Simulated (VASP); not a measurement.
Consider the following.

```xyz
6
Lattice="-2.4898 2.4898 3.6738 2.4898 -2.4898 3.6738 2.4898 2.4898 -3.6738" Properties=species:S:1:pos:R:3 pbc="T T T"
Si     0.0000     0.0000     0.0000
Si     0.0000     2.4898     1.8369
O      0.4853     1.2449     0.9184
O     -1.2449     2.0046     2.7553
O     -0.4853     3.7347     0.9184
O      1.2449     2.9751     2.7553
```

Method: PBEsol GGA, VASP's PBE PAW potentials (set 64) (plane waves; VASP). Numerical set-up: 520 eV cut-off, Gaussian smearing of 0.050 eV, potentials Si O.

Give the energies of bands 6 to 19 at the high-symmetry points, in eV from the valence-band maximum.

| band | Γ | X | P | N | M | S | R |
|---|---|---|---|---|---|---|---|
| 6 | -5.50 | -7.24 | -7.22 | -6.00 | -7.06 | -6.72 | -7.14 |
| 7 | -5.50 | -4.83 | -4.89 | -5.23 | -4.93 | -5.06 | -4.91 |
| 8 | -5.23 | -4.83 | -4.89 | -5.04 | -4.93 | -4.86 | -4.91 |
| 9 | -2.52 | -2.67 | -2.73 | -2.82 | -2.47 | -2.83 | -2.72 |
| 10 | -2.08 | -2.67 | -2.73 | -2.29 | -2.47 | -2.32 | -2.72 |
| 11 | -1.59 | -2.07 | -1.83 | -2.04 | -2.08 | -2.28 | -1.90 |
| 12 | -1.59 | -2.07 | -1.83 | -1.61 | -2.08 | -1.54 | -1.90 |
| 13 | -1.53 | -0.96 | -1.00 | -1.48 | -1.46 | -1.41 | -1.07 |
| 14 | -0.70 | -0.96 | -1.00 | -0.78 | -1.46 | -1.12 | -1.07 |
| 15 | 0.00 | -0.33 | -0.44 | -0.48 | -0.32 | -0.63 | -0.46 |
| 16 | 0.00 | -0.33 | -0.44 | -0.14 | -0.32 | -0.26 | -0.46 |
| 17 | 5.80 | 9.00 | 9.23 | 8.02 | 8.79 | 8.92 | 9.32 |
| 18 | 8.62 | 9.00 | 9.23 | 8.92 | 8.79 | 9.28 | 9.32 |
| 19 | 10.40 | 10.01 | 9.51 | 9.61 | 10.07 | 9.30 | 9.54 |

The gap is direct, 5.80 eV, from the valence maximum at Γ to the conduction minimum at Γ.

The structure comes from a computed database's SiO2 entry (I-42d); how it stands against other phases isn't given here. It was relaxed first.
